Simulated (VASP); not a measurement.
Here is the system:

```yaml
crystal:
  lattice:
    - [0.00000, 2.39806, 2.39806]
    - [2.39806, 0.00000, 2.39806]
    - [2.39806, 2.39806, 0.00000]
  atoms:
    - { symbol: B, position: [0.25000, 0.25000, 0.25000] }
    - { symbol: As, position: [0.00000, 0.00000, 0.00000] }
```

Calculation: PBE GGA, VASP's PBE PAW potentials (set 64) (plane waves; VASP). Numerical set-up: 400 eV cut-off, 6×6×6 Γ-centred mesh, Gaussian smearing of 0.010 eV, potentials B As.

At this cut-off the stress carries a Pulay error, which pulls relaxed volumes low.

**Question.** Estimate the energy per atom (σ→0), pressure.

**Answer.** 
```json
{
  "energy per atom (σ→0)": "-5.696 eV/atom",
  "pressure": "1.75 GPa"
}
```

Only differences to runs with the same potentials and settings are physical.

The structure comes from a computed database's BAs entry; how it stands against other phases isn't given here. The cell was not relaxed at this level.
